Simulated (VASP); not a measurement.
Given:

```xyz
4
Lattice="1.6600 -5.3075 0.0000 1.6600 5.3075 0.0000 0.0000 0.0000 4.3816" Properties=species:S:1:pos:R:3 pbc="T T T"
P      1.6600     4.2376     4.0274
P      1.6600     1.0699     1.8367
P      1.6600    -1.0699     2.5449
P      1.6600    -4.2376     0.3541
```

Calculation: PBE GGA with D3 dispersion (zero damping), VASP's PBE PAW potentials (set 64) (plane waves; VASP). Run with 520 eV cut-off, 8×8×6 Γ-centred mesh, tetrahedra with Blöchl corrections, potentials P.

The cores are frozen, which limits the accuracy of field gradients.

Task: Give the principal components of the electric field gradient (V/Å²) and the asymmetry η at each nucleus.

Result: 
```csv
atom,Vxx,Vyy,Vzz,η
P1,39.1,34.3,-73.4,0.07
P2,39.1,34.3,-73.4,0.07
P3,39.1,34.3,-73.4,0.07
P4,39.1,34.3,-73.4,0.07
```

The compound is P in the black structure. It was relaxed first.
